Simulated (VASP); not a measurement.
Given:

```xyz
3
Lattice="0.0000 3.0000 3.0000 3.0000 0.0000 3.0000 3.0000 3.0000 0.0000" Properties=species:S:1:pos:R:3 pbc="T T T"
Li     1.5000     1.5000     1.5000
Li     4.5000     4.5000     4.5000
Se     0.0000     0.0000     0.0000
```

Calculation: PBE GGA, VASP's PBE PAW potentials (set 64) (plane waves; VASP). Settings: 520 eV cut-off, 7×7×7 Γ-centred mesh, Gaussian smearing of 0.050 eV, potentials Li_sv Se.

Predict the energy per atom (σ→0).

| Property | Result |
|---|---|
| energy per atom (σ→0) | -3.711 eV/atom |

The compound is Li2Se in the antifluorite structure. The cell was not relaxed at this level.
